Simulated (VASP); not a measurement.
Data:

```yaml
crystal:
  lattice:
    - [4.15960, 0.00000, 0.00000]
    - [0.00000, 4.15960, 0.00000]
    - [0.00000, 0.00000, 4.15960]
  atoms:
    - { symbol: Tl, position: [0.00000, 0.00000, 0.00000] }
    - { symbol: Br, position: [0.50000, 0.50000, 0.50000] }
```

Calculation: revPBE GGA, VASP's PBE PAW potentials (set 64) (plane waves; VASP 6.6.1). Numerical set-up: 520 eV cut-off, Gaussian smearing of 0.050 eV, potentials Tl_d Br.

Unless said otherwise, spin-orbit coupling is left out, though it shifts the bands of the heavy elements here.

Task: Give the energies of bands 7 to 13 at the high-symmetry points, in eV from the valence-band maximum.

Result: 
```tsv
band	Γ	X	M	R
7	-4.32	-4.80	-3.53	-2.82
8	-0.77	-0.40	-2.05	-1.30
9	-0.77	-0.40	-2.05	-1.30
10	-0.77	0.00	-0.32	-1.30
11	6.84	2.29	4.81	2.72
12	6.84	5.82	4.81	2.72
13	6.84	5.82	7.03	2.72
```

The gap is direct, 2.29 eV, from the valence maximum at X to the conduction minimum at X.

The compound is TlBr in the CsCl type structure. It was relaxed first, which changed the volume by +13 %.
